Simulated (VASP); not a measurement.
```
CSi3
1.0
    0.01467     5.04495     4.84505
    5.04495     0.01467     4.84505
    2.52981     2.52981     0.00000
Si C
6 2
Cartesian
  5.05962   5.05962   9.62132
  1.26491   1.26491   1.28003
  2.70706   4.88237   7.15623
  3.61747   1.44216   3.74513
  4.88237   2.70706   7.15623
  1.44216   3.61747   3.74513
  5.05962   5.05962   4.95059
  3.79472   3.79472   5.95077
```

Calculation: PBEsol GGA, VASP's PBE PAW potentials (set 64) (plane waves; VASP). Settings: 520 eV cut-off, 6×6×12 Γ-centred mesh, tetrahedra with Blöchl corrections, potentials Si C.

For a metal the tetrahedron method with Blöchl corrections gives inexact stress and forces.

### Question
Which forces act on the atoms, in eV/Å?

### Answer

```json
[
 {"atom": "Si1", "Fx": "0.000", "Fy": "0.000", "Fz": "0.060"},
 {"atom": "Si2", "Fx": "0.000", "Fy": "0.000", "Fz": "-0.060"},
 {"atom": "Si3", "Fx": "-0.062", "Fy": "0.062", "Fz": "0.002"},
 {"atom": "Si4", "Fx": "0.062", "Fy": "-0.062", "Fz": "-0.002"},
 {"atom": "Si5", "Fx": "0.062", "Fy": "-0.062", "Fz": "0.002"},
 {"atom": "Si6", "Fx": "-0.062", "Fy": "0.062", "Fz": "-0.002"},
 {"atom": "C7", "Fx": "0.000", "Fy": "0.000", "Fz": "0.026"},
 {"atom": "C8", "Fx": "0.000", "Fy": "0.000", "Fz": "-0.026"}
]
```

### Question
Give the stress tensor in GPa (positive for a compressed cell).

### Answer

```
 0.19   0.38   0.00
 0.38   0.19   0.00
 0.00   0.00  -0.23
```
The pressure is its mean diagonal, 0.05 GPa.

The structure was generated: C2Si6 was put into an ordered model structure (Cmcm), which need not be its known phase. It was relaxed first.
